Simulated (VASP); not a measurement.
Given:

```
CELL_PARAMETERS angstrom
      4.57000     0.00000     0.00000
      0.00000     4.57000     0.00000
      0.00000     0.00000     4.57000
ATOMIC_POSITIONS crystal
  Cs 0.00000 0.00000 0.00000
  I  0.50000 0.50000 0.50000
```

All values below come from optB88-vdW, VASP's PBE PAW potentials (set 64) (plane waves; VASP). Numerical set-up: 520 eV cut-off, 5×5×5 Γ-centred mesh, Gaussian smearing of 0.050 eV, potentials Cs_sv I.

Q: The ions, cell shape and volume are relaxed. Which structure does the run end with?

A: 
```
CELL_PARAMETERS angstrom
      4.55109     0.00000     0.00000
      0.00000     4.55109     0.00000
      0.00000     0.00000     4.55109
ATOMIC_POSITIONS crystal
  Cs 0.00000 0.00000 0.00000
  I  0.50000 0.50000 0.50000
```
Space group Pm-3m (221), at a tolerance of 0.03 Å.

Q: How do energy and volume change from the first to the last step?

A: The energy (σ→0) changes by -0.3 meV/atom and the volume by -1.2 %, in 3 ionic steps.

```tsv
step	E(σ→0) (eV)	max force (eV/Å)	pressure (GPa)	volume (Å³)
1	-0.9015	0.000	-0.17	95.44
2	-0.9020	0.000	-0.08	94.75
3	-0.9022	0.000	0.00	94.26
```

The compound is CsI in the CsCl type structure. This run relaxes it. Symmetry was kept, so distortions that lower it aren't found.
